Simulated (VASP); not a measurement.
The input files of a VASP run:

**INCAR**
```
SYSTEM = Se
PREC = Accurate
ENCUT = 400
EDIFF = 1E-6
NELM = 4
ALGO = Normal
LREAL = .FALSE.
LASPH = .TRUE.
ISMEAR = 0
SIGMA = 0.05
GGA = PE
LMAXMIX = 4
LWAVE = .FALSE.
LCHARG = .FALSE.
ISIF = 2
```

File POSCAR:
```
Se
1
    2.2287000000    -3.8602220000     0.0000000000
    2.2287000000     3.8602220000     0.0000000000
    0.0000000000     0.0000000000     5.0490000000
Se
3
Direct
  0.0000000000   0.2250000000   0.6666670000
  0.7750000000   0.7750000000   0.0000000000
  0.2250000000   0.0000000000   0.3333330000
```

**KPOINTS**
```
Automatic mesh
0
Gamma
5 5 4
0 0 0
```

POTCAR, in this order: Se (PBE.64 set). Program: vasp_std.

Output of the run:

standard output:
```
 POSCAR found type information on POSCAR Se
 POSCAR found :  1 types and       3 ions
 Reading from existing POTCAR
 Reading from existing POTCAR
 LDA part: xc-table for (Slater+PW92), standard interpolation
 POSCAR, INCAR and KPOINTS ok, starting setup
 WAVECAR not read
 entering main loop
       N       E                     dE             d eps       ncg     rms          rms(c)
DAV:   1     0.785450030853E+02    0.78545E+02   -0.63747E+03   442   0.931E+02
DAV:   2    -0.494300880566E+01   -0.83488E+02   -0.79552E+02   562   0.163E+02
DAV:   3    -0.105320876997E+02   -0.55891E+01   -0.55514E+01   517   0.495E+01
DAV:   4    -0.105877761418E+02   -0.55688E-01   -0.55618E-01   497   0.578E+00

 -----------------------------------------------------------------------------
|                                                                             |
|           W    W    AA    RRRRR   N    N  II  N    N   GGGG   !!!           |
|           W    W   A  A   R    R  NN   N  II  NN   N  G    G  !!!           |
|           W    W  A    A  R    R  N N  N  II  N N  N  G       !!!           |
|           W WW W  AAAAAA  RRRRR   N  N N  II  N  N N  G  GGG   !            |
|           WW  WW  A    A  R   R   N   NN  II  N   NN  G    G                |
|           W    W  A    A  R    R  N    N  II  N    N   GGGG   !!!           |
|                                                                             |
|     The electronic self-consistency was not achieved in the given           |
|     number of steps (NELM). The forces and other quantities evaluated       |
|     might not be reliable so examine the results carefully. If you find     |
|     spurious results, we suggest increasing NELM, if you were close to      |
|     convergence or switching to a different ALGO or adjusting the           |
|     density mixing parameters otherwise.                                    |
|                                                                             |
 -----------------------------------------------------------------------------

   1 F= -.10587776E+02 E0= -.10587776E+02  d E =-.306372E-14
```

OUTCAR:
```
------------------------ aborting loop EDIFF was not reached (unconverged)  ----------------------------
  FORCE on cell =-STRESS in cart. coord.  units (eV):
  Direction    XX          YY          ZZ          XY          YZ          ZX
  --------------------------------------------------------------------------------------
  Total       -0.1376412     -0.1376412      1.1722787      0.0000000      0.0000000      0.0000000
  in kB       -2.5383977     -2.5383982     21.6193288      0.0000000      0.0000000      0.0000000
  external PRESSURE =       5.5141776 kB  Pullay stress =       0.0000000 kB
  volume of cell :       86.88
      direct lattice vectors                 reciprocal lattice vectors
     2.228700000 -3.860222000  0.000000000     0.224346031 -0.129526229  0.000000000
     2.228700000  3.860222000  0.000000000     0.224346031  0.129526229  0.000000000
     0.000000000  0.000000000  5.049000000     0.000000000  0.000000000  0.198059022
 POSITION                                       TOTAL-FORCE (eV/Angst)
 -----------------------------------------------------------------------------------
      0.50146      0.86855      3.36600        -0.006610     -0.011450      0.000000
      3.45448      0.00000      0.00000         0.013221     -0.000000     -0.000000
      0.50146     -0.86855      1.68300        -0.006610      0.011450     -0.000000
 -----------------------------------------------------------------------------------
    total drift:                               -0.000083     -0.000317      0.000007
  FREE ENERGIE OF THE ION-ELECTRON SYSTEM (eV)
  ---------------------------------------------------
  free  energy   TOTEN  =       -10.5877761418 eV

  energy  without entropy=      -10.5877761418  energy(sigma->0) =      -10.58777614
```
(Selected blocks of OUTCAR.)

Read input and log: which fault does this run have?
A) a line-mode KPOINTS file was used for a self-consistent run
B) NELM is too small, so the electronic loop ends before EDIFF is met
C) EDIFF is too loose for the force threshold
D) a hybrid functional was run with ALGO = VeryFast

B, NELM is too small, so the electronic loop ends before EDIFF is met. Convergence was not reached. Against the sound run, the energy per atom (σ→0) falls by 0.027 eV/atom; the pressure rises by 0.86 GPa; the largest force decreases by 0.116 eV/Å.

To mend it, set NELM = 100.

The mended run (PBE GGA, plane waves, VASP's PBE PAW potentials (set 64)) converges, and its OSZICAR ends with
```
   1 F= -.10505810E+02 E0= -.10505810E+02  d E =-.548389E-16
```

The compound is Se in the trig structure. The cell was not relaxed at this level.
